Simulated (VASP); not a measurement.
All values below come from PBEsol GGA, VASP's PBE PAW potentials (set 64) (plane waves; VASP).

A VASP calculation is set up with these files.

### INCAR
```
ALGO  =  Normal
EDIFF  =  1E-6
EDIFFG  =  -0.02
ENCUT  =  500
GGA  =  PS
IBRION  =  2
ISIF  =  3
ISMEAR  =  1
ISPIN  =  2
LASPH  =  .TRUE.
LCHARG  =  .FALSE.
LMAXMIX  =  4
LORBIT  =  10
LREAL  =  .FALSE.
LWAVE  =  .FALSE.
MAGMOM  =  -0.0 3*0.2
NELM  =  100
NSW  =  40
PREC  =  Accurate
PSTRESS  =  450
SIGMA  =  0.1
SYSTEM  =  Ni3Al
```

### POSCAR
```
Ni3Al
1.0
  3.3876282358   0.0000000000   0.0000000000
  0.0000000000   3.3876282358   0.0000000000
  0.0000000000   0.0000000000   3.3876282358
Al Ni
1 3
Cart
  0.0000000000   0.0000000000   0.0000000000
  0.0000000000   1.6938141179   1.6938141179
  1.6938141179   0.0000000000   1.6938141179
  1.6938141179   1.6938141179   0.0000000000
```

File KPOINTS:
```
Automatic mesh
0
Gamma
9 9 9
0 0 0
```

POTCAR, in this order: Al Ni (PBE.64 set). Program: vasp_std.

The run wrote:

File OSZICAR:
```
       N       E                     dE             d eps       ncg     rms          rms(c)
DAV:   1     0.193387558321E+03    0.19339E+03   -0.14442E+04  2832   0.213E+03
DAV:   2    -0.180180654879E+02   -0.21141E+03   -0.20380E+03  2816   0.376E+02
DAV:   3    -0.286741653777E+02   -0.10656E+02   -0.99417E+01  3004   0.115E+02
DAV:   4    -0.289257024403E+02   -0.25154E+00   -0.24914E+00  3252   0.158E+01
DAV:   5    -0.289325537311E+02   -0.68513E-02   -0.68476E-02  3504   0.248E+00    0.232E+01
DAV:   6    -0.282520128252E+02    0.68054E+00   -0.74899E+01  3128   0.146E+02    0.184E+01
DAV:   7    -0.239938439823E+02    0.42582E+01   -0.19910E+01  3084   0.760E+01    0.354E+00
DAV:   8    -0.239210924788E+02    0.72752E-01   -0.39188E-01  3200   0.642E+00    0.161E+00
DAV:   9    -0.238914027458E+02    0.29690E-01   -0.40120E-02  3660   0.286E+00    0.284E-01
DAV:  10    -0.238902997587E+02    0.11030E-02   -0.17886E-03  3044   0.453E-01    0.142E-01
DAV:  11    -0.238901470247E+02    0.15273E-03   -0.14223E-04  3512   0.118E-01    0.852E-02
DAV:  12    -0.238901481173E+02   -0.10927E-05   -0.24765E-05  3428   0.716E-02    0.442E-02
DAV:  13    -0.238901725938E+02   -0.24477E-04   -0.25909E-05  3336   0.829E-02    0.502E-02
DAV:  14    -0.238901601993E+02    0.12395E-04   -0.81981E-06  3032   0.564E-02    0.488E-02
DAV:  15    -0.238901927687E+02   -0.32569E-04   -0.32334E-05  3200   0.111E-01    0.580E-02
DAV:  16    -0.238900800305E+02    0.11274E-03   -0.74136E-04  3268   0.523E-01    0.234E-02
DAV:  17    -0.238900873987E+02   -0.73682E-05   -0.20809E-04  3320   0.210E-01    0.203E-02
DAV:  18    -0.238900905977E+02   -0.31990E-05   -0.12649E-05  2856   0.517E-02    0.188E-02
DAV:  19    -0.238900907949E+02   -0.19714E-06   -0.12118E-07  1532   0.496E-03
   1 F= -.12970932E+02 E0= -.12971136E+02  d E =-.129709E+02  mag=    -0.0090
       N       E                     dE             d eps       ncg     rms          rms(c)
DAV:   1    -0.324011659997E+02   -0.85111E+01   -0.12175E+02  2832   0.173E+02    0.300E+01
DAV:   2    -0.273191722702E+02    0.50820E+01   -0.10958E+02  3024   0.186E+02    0.163E+01
DAV:   3    -0.225111814460E+02    0.48080E+01   -0.23843E+01  3064   0.855E+01    0.511E+00
DAV:   4    -0.223035739928E+02    0.20761E+00   -0.51326E-01  3416   0.875E+00    0.290E+00
DAV:   5    -0.222069674480E+02    0.96607E-01   -0.78697E-02  3720   0.314E+00    0.698E-01
DAV:   6    -0.222072163637E+02   -0.24892E-03   -0.10023E-02  2856   0.115E+00    0.206E-01
DAV:   7    -0.222074365185E+02   -0.22015E-03   -0.38832E-04  3940   0.201E-01    0.518E-02
DAV:   8    -0.222074099935E+02    0.26525E-04   -0.14954E-04  3192   0.196E-01    0.180E-02
DAV:   9    -0.222074046563E+02    0.53373E-05   -0.84382E-06  3152   0.407E-02    0.914E-03
DAV:  10    -0.222074039379E+02    0.71841E-06   -0.52211E-07  1520   0.116E-02
   2 F= -.12648980E+02 E0= -.12649309E+02  d E =0.321953E+00  mag=     0.0000
       N       E                     dE             d eps       ncg     rms          rms(c)
DAV:   1    -0.286592329344E+02   -0.64518E+01   -0.61366E+01  2808   0.138E+02    0.197E+01
DAV:   2    -0.273610780225E+02    0.12982E+01   -0.59962E+01  3096   0.129E+02    0.139E+01
DAV:   3    -0.236430922078E+02    0.37180E+01   -0.16833E+01  3096   0.725E+01    0.418E+00
DAV:   4    -0.235921965722E+02    0.50896E-01   -0.38756E-01  2808   0.656E+00    0.278E+00
DAV:   5    -0.235351100061E+02    0.57087E-01   -0.54566E-02  4048   0.299E+00    0.644E-01
DAV:   6    -0.235333907850E+02    0.17192E-02   -0.77657E-03  2976   0.107E+00    0.140E-01
DAV:   7    -0.235333546521E+02    0.36133E-04   -0.64005E-04  4248   0.327E-01    0.333E-02
DAV:   8    -0.235333620108E+02   -0.73588E-05   -0.21969E-05  2992   0.500E-02    0.105E-02
DAV:   9    -0.235333597597E+02    0.22511E-05   -0.53791E-06  2704   0.174E-02    0.491E-03
DAV:  10    -0.235333600043E+02   -0.24455E-06   -0.51622E-07  1424   0.106E-02
   3 F= -.13049654E+02 E0= -.13049911E+02  d E =-.787214E-01  mag=     0.0000
       N       E                     dE             d eps       ncg     rms          rms(c)
DAV:   1    -0.235209680111E+02    0.12392E-01   -0.11783E-02  2808   0.181E+00    0.278E-01
DAV:   2    -0.235206981634E+02    0.26985E-03   -0.12150E-02  3056   0.190E+00    0.192E-01
DAV:   3    -0.235200150714E+02    0.68309E-03   -0.31315E-03  3032   0.989E-01    0.405E-02
DAV:   4    -0.235199925479E+02    0.22523E-04   -0.62498E-05  2936   0.741E-02    0.955E-03
DAV:   5    -0.235199912658E+02    0.12821E-05   -0.41256E-06  2608   0.285E-02    0.317E-03
DAV:   6    -0.235199910369E+02    0.22882E-06   -0.62298E-07  1424   0.816E-03
   4 F= -.13049747E+02 E0= -.13050005E+02  d E =-.788144E-01  mag=     0.0000
```

File OUTCAR:
```
------------------------ aborting loop because EDIFF is reached ----------------------------------------
  FORCE on cell =-STRESS in cart. coord.  units (eV):
  Direction    XX          YY          ZZ          XY          YZ          ZX
  --------------------------------------------------------------------------------------
  Total       10.4603974     10.4603974     10.4603974      0.0000000      0.0000000      0.0000000
  in kB      449.5767960    449.5767960    449.5767960      0.0000000      0.0000000      0.0000000
  external PRESSURE =      -0.4232040 kB  Pullay stress =     450.0000000 kB
  volume of cell :       37.28
      direct lattice vectors                 reciprocal lattice vectors
     3.340552435  0.000000000 -0.000000000     0.299351685 -0.000000000 -0.000000000
     0.000000000  3.340552435  0.000000000    -0.000000000  0.299351685 -0.000000000
     0.000000000  0.000000000  3.340552435     0.000000000 -0.000000000  0.299351685
 POSITION                                       TOTAL-FORCE (eV/Angst)
 -----------------------------------------------------------------------------------
      0.00000      0.00000      0.00000        -0.000000     -0.000000      0.000000
      0.00000      1.67028      1.67028         0.000000      0.000000      0.000000
      1.67028      0.00000      1.67028        -0.000000      0.000000      0.000000
      1.67028      1.67028     -0.00000        -0.000000     -0.000000      0.000000
 -----------------------------------------------------------------------------------
    total drift:                                0.000000      0.000000      0.000000
  FREE ENERGIE OF THE ION-ELECTRON SYSTEM (eV)
  ---------------------------------------------------
  free  energy   TOTEN  =       -23.5199910369 eV

  energy  without entropy=      -23.5207667594  energy(sigma->0) =      -23.52024961
  enthalpy is  TOTEN    =       -13.0497468481 eV   P V=       10.4702441888

 total charge

# of ion       s       p       d       tot
------------------------------------------
    1        0.436   0.483   0.000   0.919
    2        0.591   0.719   8.503   9.813
    3        0.591   0.719   8.503   9.813
    4        0.591   0.719   8.503   9.813
--------------------------------------------------
tot          2.209   2.639  25.510  30.358

 magnetization (x)

# of ion       s       p       d       tot
------------------------------------------
    1       -0.000  -0.000   0.000  -0.000
    2       -0.000  -0.000   0.000   0.000
    3       -0.000  -0.000   0.000   0.000
    4       -0.000  -0.000   0.000   0.000
--------------------------------------------------
tot         -0.000  -0.000   0.000   0.000

 reached required accuracy - stopping structural energy minimisation
```
(Selected blocks of OUTCAR.)

### CONTCAR
```
Ni3Al
   1.00000000000000
     3.3405524349003550    0.0000000000000000   -0.0000000000000000
     0.0000000000000000    3.3405524349003550    0.0000000000000000
     0.0000000000000000    0.0000000000000000    3.3405524349003550
  Al              Ni
     1     3
Direct
     0.0000000000000000    0.0000000000000000    0.0000000000000000
     0.0000000000000000    0.5000000000000000    0.5000000000000000
     0.5000000000000000    0.0000000000000000    0.5000000000000000
     0.5000000000000000    0.5000000000000000    0.0000000000000000
```

Energy and stress use the plane-wave basis of the starting cell.

The compound is Ni3Al in the L1_2 structure. This run relaxes it under an external pressure of 45 GPa. Symmetry was kept, so distortions that lower it aren't found.
